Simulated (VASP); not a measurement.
# Lattice of TiO2 (Rutile) across functionals and dispersion corrections

Which functional gives the lattice of TiO2 (Rutile) as experiment finds it, and is a dearer one worth its cost? The levels: PBE, LDA, r2SCAN and PBE + D3(BJ). The start is a cell from a database of measured crystal structures.

Method: PBE; plane waves and PAW (Ti_sv, O), in the first sound run; inputs show where later runs differ, in VASP 6.6.1.

Experimental background.

For TiO2, rutile (bulk substrate material, quoted from earlier work), “Strain-stabilized superconductivity” (2020, arxiv:2005.06543) quotes earlier work: lattice constant a 4.594 Å [literature value for the substrate]; lattice constant c 2.959 Å [literature value for the substrate].

This is a report of a sequence of runs, with most program output left out.

### Step 1. The starting structure

Before any relaxation, the start is as follows. Symmetry: P4_2/mnm, No. 136, tetragonal system. Conventional cell: a = 4.592 Å, b = 4.592 Å, c = 2.957 Å, α = 90.00°, β = 90.00°, γ = 90.00°. Nearest to Ti lie 6 O at 1.95 to 1.98 Å. O has 3 Ti at 1.95 to 1.98 Å nearest. Farther neighbours and most contacts between anions are not listed.

As a file:

```
Ti O
1.0
     4.59220    0.00000    0.00000
     0.00000    4.59220    0.00000
     0.00000    0.00000    2.95740
Ti O
2 4
Direct
  0.00000 0.00000 0.00000
  0.50000 0.50000 0.50000
  0.30496 0.30496 0.00000
  0.19504 0.80496 0.50000
  0.69504 0.69504 0.00000
  0.80496 0.19504 0.50000
```

### Step 2. Relaxation with PBE

Properties are meant for the cell that this level of theory prefers, so cell and atoms are relaxed first (ISIF = 3) until forces and stress are small; EDIFFG sets the threshold. PBE, the usual starting point, adds the gradient of the density.

Contents of INCAR:

```
SYSTEM = TiO2
PREC = Accurate
ENCUT = 560
EDIFF = 1E-06
NELM = 100
ISMEAR = -1
SIGMA = 0.05
LREAL = .FALSE.
ALGO = Normal
GGA = PE
NBANDS = 30
LASPH = .TRUE.
LORBIT = 11
LWAVE = .FALSE.
LCHARG = .FALSE.
KPAR = 2
IBRION = 2
NSW = 60
ISIF = 3
EDIFFG = -0.01
```

Contents of POSCAR:

```
TiO2
1.0
    4.5922000000      0.0000000000      0.0000000000
    0.0000000000      4.5922000000      0.0000000000
    0.0000000000      0.0000000000      2.9574000000
Ti O
2 4
Direct
    0.0000000000      0.0000000000      0.0000000000
    0.5000000000      0.5000000000      0.5000000000
    0.3049600000      0.3049600000      0.0000000000
    0.1950400000      0.8049600000      0.5000000000
    0.6950400000      0.6950400000      0.0000000000
    0.8049600000      0.1950400000      0.5000000000
```

Contents of KPOINTS:

```
Automatic mesh
0
Gamma
5 5 8
0 0 0
```

The projector-augmented-wave data sets are Ti_sv and O (PBE family, release 64).

Launch:

```bash
$ mpirun -np 2 vasp_std
```

Wall time 2.2 min (2 MPI ranks of AMD EPYC 7R43, shared host); peak memory 0.34 GiB; 4.4 min of CPU time.

The gap is read on the k-mesh alone, so it is an upper bound where the band edges lie off the mesh. The run keeps the 16 symmetry operations of its start, so it cannot find a distortion of lower symmetry.

The steps of the relaxation:

| step | energy less that of the first step (eV) | largest force (eV/Å) | pressure (GPa) | volume (Å³) |
| --- | --- | --- | --- | --- |
| 1 | 0.0000 | 0.1250 | 6.01 | 62.37 |
| 2 | 0.0154 | 0.2414 | -6.68 | 65.95 |
| 3 | -0.0293 | 0.0492 | -0.02 | 63.94 |
| 4 | -0.0292 | 0.0458 | 0.08 | 63.91 |
| 5 | -0.0312 | 0.0176 | 0.10 | 63.99 |
| 6 | -0.0314 | 0.0001 | 0.09 | 64.04 |
| 7 | -0.0314 | 0.0023 | 0.09 | 64.03 |

| conventional cell, symmetrised | before | after | change |
| --- | --- | --- | --- |
| a (Å) | 4.592 | 4.646 | +1.2 % |
| b (Å) | 4.592 | 4.646 | +1.2 % |
| c (Å) | 2.957 | 2.967 | +0.3 % |
| volume (Å³/atom) | 10.39 | 10.67 | +2.7 % |

The relaxed structure:

```xyz
6
Lattice="4.6456 0.0000 0.0000 0.0000 4.6456 0.0000 0.0000 0.0000 2.9669" Properties=species:S:1:pos:R:3 pbc="T T T"
Ti    0.0000    0.0000    0.0000
Ti    2.3228    2.3228    1.4835
O     1.4168    1.4168    0.0000
O     0.9060    3.7396    1.4835
O     3.2288    3.2288    0.0000
O     3.7396    0.9060    1.4835
```

This step gave:

```
electrons                       : 48
bands                           : 30
irreducible k points            : 30
symmetry operations             : 16
free energy (TOTEN)             : -53.6764 eV
Fermi energy                    : 5.442 eV
pressure                        : 0.08735 GPa
metallic                        : no
valence top at k                : 0, 0, 0
conduction bottom at k          : 0, 0, 0
least direct gap at k           : 0, 0, 0
SCF cycles over all ionic steps : 61
gap on the k-mesh               : 1.823 eV
least direct gap on the k-mesh  : 1.823 eV
```

It ends with a largest force of 0.002 eV/Å and a pressure of 0.09 GPa. The volume lies +2.7 % from that of the database's start. The conventional cell has a = 4.646 and c = 2.967 Å.

### Step 3. Relaxation with LDA

This step: LDA; plane waves and PAW (Ti_sv, O) (VASP 6.6.1).

LDA, the lowest rung, knows the local density alone.

INCAR, as its differences from that of step 2:

```diff
@@ -9,3 +9,3 @@
 ALGO = Normal
-GGA = PE
+GGA = CA
 NBANDS = 30
```

POSCAR is that of step 2.

KPOINTS is that of step 2.

Launch:

```bash
$ mpirun -np 2 vasp_std
```

It took 1.7 min on 2 MPI ranks; peak memory 0.3 GiB.

The PAW data sets were made with PBE, though LDA sets exist; this is a small mismatch.

Relaxation path:

| step | energy less that of the first step (eV) | largest force (eV/Å) | pressure (GPa) | volume (Å³) |
| --- | --- | --- | --- | --- |
| 1 | 0.0000 | 0.0035 | -6.69 | 62.37 |
| 2 | 0.0354 | 0.3727 | 10.54 | 58.53 |
| 3 | -0.0368 | 0.1447 | -0.06 | 60.73 |
| 4 | -0.0368 | 0.1476 | 0.03 | 60.70 |
| 5 | -0.0389 | 0.0147 | 0.06 | 60.61 |
| 6 | -0.0389 | 0.0007 | 0.09 | 60.60 |

| conventional cell, symmetrised | before | after | change |
| --- | --- | --- | --- |
| a (Å) | 4.592 | 4.554 | -0.8 % |
| b (Å) | 4.592 | 4.554 | -0.8 % |
| c (Å) | 2.957 | 2.922 | -1.2 % |
| volume (Å³/atom) | 10.39 | 10.10 | -2.8 % |

Final coordinates:

```xyz
6
Lattice="4.5539 0.0000 0.0000 0.0000 4.5539 0.0000 0.0000 0.0000 2.9223" Properties=species:S:1:pos:R:3 pbc="T T T"
Ti    0.0000    0.0000    0.0000
Ti    2.2770    2.2770    1.4611
O     1.3838    1.3838    0.0000
O     0.8932    3.6607    1.4611
O     3.1701    3.1701    0.0000
O     3.6607    0.8932    1.4611
```

This step gave:

| Item | Value |
| --- | --- |
| free energy (TOTEN) | -58.9444 eV |
| Fermi energy | 5.681 eV |
| pressure | 0.08880 GPa |
| SCF cycles over all ionic steps | 51 |
| gap on the k-mesh | 1.808 eV |
| least direct gap on the k-mesh | 1.808 eV |

It ends at 10.10 Å³/atom, -2.8 % from the start, with 0.09 GPa left. The conventional cell has a = 4.554 and c = 2.922 Å.

### Step 4. Relaxation with r2SCAN

This step: r2SCAN; plane waves and PAW (Ti_sv, O) (VASP 6.6.1).

r2SCAN adds the kinetic-energy density, costs more than a GGA and is run with LASPH.

INCAR, as its differences from that of step 3:

```diff
@@ -9,5 +9,5 @@
 ALGO = Normal
-GGA = CA
+METAGGA = R2SCAN
+LASPH = .TRUE.
 NBANDS = 30
-LASPH = .TRUE.
 LORBIT = 11
```

POSCAR is that of step 3.

KPOINTS is that of step 3.

Launch:

```bash
$ mpirun -np 2 vasp_std
```

The job ended after 6.1 min (2 MPI ranks; peak memory 0.36 GiB).

The PAW data sets were made with PBE, which is usual practice but a small mismatch for other functionals.

Step by step:

| step | energy less that of the first step (eV) | largest force (eV/Å) | pressure (GPa) | volume (Å³) |
| --- | --- | --- | --- | --- |
| 1 | 0.0000 | 0.0834 | 1.38 | 62.37 |
| 2 | 0.0017 | 0.0660 | -2.02 | 63.18 |
| 3 | -0.0017 | 0.0209 | -0.05 | 62.70 |
| 4 | -0.0017 | 0.0194 | -0.08 | 62.70 |
| 5 | -0.0018 | 0.0007 | 0.00 | 62.69 |

| conventional cell, symmetrised | before | after | change |
| --- | --- | --- | --- |
| a (Å) | 4.592 | 4.601 | +0.2 % |
| b (Å) | 4.592 | 4.601 | +0.2 % |
| c (Å) | 2.957 | 2.961 | +0.1 % |
| volume (Å³/atom) | 10.39 | 10.45 | +0.5 % |

Final coordinates:

```xyz
6
Lattice="4.6010 0.0000 0.0000 0.0000 4.6010 0.0000 0.0000 0.0000 2.9611" Properties=species:S:1:pos:R:3 pbc="T T T"
Ti    0.0000    0.0000    0.0000
Ti    2.3005    2.3005    1.4806
O     1.4013    1.4013    0.0000
O     0.8993    3.7018    1.4806
O     3.1998    3.1998    0.0000
O     3.7018    0.8993    1.4806
```

It ends at 10.45 Å³/atom, +0.5 % from the start, with 0.00 GPa left. The conventional cell has a = 4.601 and c = 2.961 Å.

### Step 5. Relaxation with PBE + D3(BJ)

This step: PBE with D3(BJ); plane waves and PAW (Ti_sv, O) (VASP 6.6.1).

A dispersion term adds the long-range attraction that semilocal functionals lack. D3 with Becke-Johnson damping keeps a finite attraction at short range.

INCAR, as its differences from that of step 4:

```diff
@@ -9,5 +9,6 @@
 ALGO = Normal
-METAGGA = R2SCAN
+GGA = PE
+IVDW = 12
+NBANDS = 30
 LASPH = .TRUE.
-NBANDS = 30
 LORBIT = 11
```

POSCAR is that of step 4.

KPOINTS is that of step 4.

Launch:

```bash
$ mpirun -np 2 vasp_std
```

Wall time 1.7 min (2 MPI ranks); peak memory 0.38 GiB.

Step by step:

| step | energy less that of the first step (eV) | largest force (eV/Å) | pressure (GPa) | volume (Å³) |
| --- | --- | --- | --- | --- |
| 1 | 0.0000 | 0.1287 | 2.04 | 62.37 |
| 2 | 0.0018 | 0.0860 | -2.64 | 63.57 |
| 3 | -0.0042 | 0.0284 | -0.15 | 62.91 |
| 4 | -0.0046 | 0.0015 | -0.05 | 62.88 |
| 5 | -0.0046 | 0.0045 | 0.02 | 62.88 |

| conventional cell, symmetrised | before | after | change |
| --- | --- | --- | --- |
| a (Å) | 4.592 | 4.611 | +0.4 % |
| b (Å) | 4.592 | 4.611 | +0.4 % |
| c (Å) | 2.957 | 2.958 | +0.0 % |
| volume (Å³/atom) | 10.39 | 10.48 | +0.8 % |

Final coordinates:

```cif
data_structure
_symmetry_space_group_name_H-M 'P 1'
_symmetry_Int_Tables_number 1
_cell_length_a 4.6107
_cell_length_b 4.6107
_cell_length_c 2.9577
_cell_angle_alpha 90.000
_cell_angle_beta 90.000
_cell_angle_gamma 90.000
_cell_volume 62.88
loop_
_atom_site_label
_atom_site_type_symbol
_atom_site_fract_x
_atom_site_fract_y
_atom_site_fract_z
_atom_site_occupancy
Ti1 Ti 0.00000 0.00000 0.00000 1
Ti2 Ti 0.50000 0.50000 0.50000 1
O3 O 0.30424 0.30424 0.00000 1
O4 O 0.19576 0.80424 0.50000 1
O5 O 0.69576 0.69576 0.00000 1
O6 O 0.80424 0.19576 0.50000 1
```

It ends at 10.48 Å³/atom, +0.8 % from the start, with 0.02 GPa left. The conventional cell has a = 4.611 and c = 2.958 Å. Against plain PBE, the dispersion term moves a by -0.8 % and c by -0.3 %.

### Step 6. The cells as a table

This step: relaxed cells at several levels; plane waves and PAW (VASP 6.6.1).

Derived from the runs above.

Lengths are those of the conventional cell; cost is the wall time of each run, as given at its step, times its ranks, without the set-up around it. Results by level, by row:

| level | volume (Å³/atom) | change from the start (%) | a (Å) | c (Å) | cost (core minutes) |
| --- | --- | --- | --- | --- | --- |
| PBE | 10.67 | 2.7 | 4.646 | 2.967 | 4.43 |
| LDA | 10.1 | -2.8 | 4.554 | 2.922 | 3.33 |
| r2SCAN | 10.45 | 0.5 | 4.601 | 2.961 | 12.2 |
| PBE + D3(BJ) | 10.48 | 0.8 | 4.611 | 2.958 | 3.37 |

### Step 7. Results

```json
{
  "volume, PBE": "10.67 Å³/atom",
  "volume, LDA": "10.10 Å³/atom",
  "volume, r2SCAN": "10.45 Å³/atom",
  "volume, PBE + D3(BJ)": "10.48 Å³/atom"
}
```

For TiO2 (Rutile) the levels give volumes between 10.10 Å³/atom (LDA) and 10.67 Å³/atom (PBE), a spread of 5.7 %, while the cost of the finished runs spans a factor of 3.7. Within 1 % of experiment on every length: r2SCAN and PBE + D3(BJ). The nearest, r2SCAN, took 3.6 times the core time of PBE + D3(BJ) and lowers the largest miss from 0.36 to 0.15 %. Thermal and zero-point expansion, often some tenths of a per cent in length, bear on this order: with the measured lengths lowered by an assumed 0.4 % the nearest is still r2SCAN. The costs hold the number of ionic steps as well as the price of the functional. Adding D3(BJ) to PBE changes the volume by -1.8 % (a by -0.8 % and c by -0.3 %). Within 0.02 Å all end in space group P4_2/mnm; the runs can't lower the symmetry of the start. Each is a single relaxation on the plane waves of the start cell, so larger changes of volume carry a basis-set error that was not tested here.

Calculation against experiment:

| quantity | measured | PBE | LDA | r2SCAN | PBE + D3(BJ) |
| --- | --- | --- | --- | --- | --- |
| lattice constant a (Å) | 4.594 | 4.646 (+1.1 %) | 4.554 (-0.9 %) | 4.601 (+0.2 %) | 4.611 (+0.4 %) |
| lattice constant c (Å) | 2.959 | 2.967 (+0.3 %) | 2.922 (-1.2 %) | 2.961 (+0.1 %) | 2.958 (-0.0 %) |

Measured values from arxiv:2005.06543 (2020).

Verdict: For the lattice constant a, of the levels listed nearest comes r2SCAN (+0.2 %, good agreement) and farthest PBE (+1.1 %, fair agreement). For the lattice constant c, of the levels listed nearest comes PBE + D3(BJ) (-0.0 %, good agreement) and farthest LDA (-1.2 %, fair agreement). The grades are ours: good and fair within 0.7 and 1.5 % for the lattice constant a and 0.8 and 2 % for the lattice constant c. Zero-point motion and thermal expansion are not in the computed lattice constants.

[Lines on the potential files, build, host, timing and source positions are cut from VASP's logs without a mark.]

[Logs are printed without paths, hosts, clocks, repeated set-up lines and the standing remarks that a program may print on its own settings, such as how far it seeks lower states.]

[Hosts, paths, dates, database ids (printed as entryN), source tags and the programs' standing remarks are cut or masked in the printed files.]

[A measured line is paired with the nearest computed mode of its activity, which favours agreement.]
